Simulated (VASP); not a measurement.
Here is the system:

```yaml
crystal:
  lattice:
    - [1.92038, -3.32619, 0.00000]
    - [1.92038, 3.32619, 0.00000]
    - [0.00000, 0.00000, 6.49614]
  atoms:
    - { symbol: Sn, position: [0.00000, 0.00000, 0.00000] }
    - { symbol: Se, position: [0.33333, 0.66667, 0.24216] }
    - { symbol: Se, position: [0.66667, 0.33333, 0.75784] }
```

The numbers are results of r2SCAN meta-GGA, VASP's PBE PAW potentials (set 64) (plane waves; VASP 6.6.1), not measurements. Settings: 400 eV cut-off, 8×8×4 Γ-centred mesh, tetrahedra with Blöchl corrections, potentials Sn_d Se.

The cores are frozen, which limits the accuracy of field gradients.

### Question
Give the principal components of the electric field gradient (V/Å²) and the asymmetry η at each nucleus.

### Answer

```json
[
 {"atom": "Sn1", "Vxx": "-1.5", "Vyy": "-1.5", "Vzz": "3.1", "η": "0.00"},
 {"atom": "Se2", "Vxx": "40.9", "Vyy": "40.9", "Vzz": "-81.8", "η": "0.00"},
 {"atom": "Se3", "Vxx": "40.9", "Vyy": "40.9", "Vzz": "-81.8", "η": "0.00"}
]
```

The compound is SnSe2 in the 1T layered structure. It was relaxed first, which changed the volume by +8 %.
